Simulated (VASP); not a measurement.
```
CELL_PARAMETERS angstrom
      4.18146     0.00000     0.00000
     -2.09073     3.62125     0.00000
      0.00000     0.00000     5.52609
ATOMIC_POSITIONS crystal
  Pb 0.33333 0.66667 0.97517
  Pb 0.66667 0.33333 0.47517
  O  0.33333 0.66667 0.39983
  O  0.66667 0.33333 0.89983
```

The numbers are results of PBEsol GGA, VASP's PBE PAW potentials (set 64) (plane waves; VASP), not measurements. Run with 520 eV cut-off, 7×7×5 Γ-centred mesh, tetrahedra with Blöchl corrections, potentials Pb_d O.

Task: Predict the energy per atom (σ→0).

Result: 
```
Item                           Result
---------------------  --------------
energy per atom (σ→0)  -5.535 eV/atom
```

The structure was generated: PbO was put into the wurtzite type (P6_3mc), which need not be its known phase. It was relaxed first, which changed the volume by +43 %.
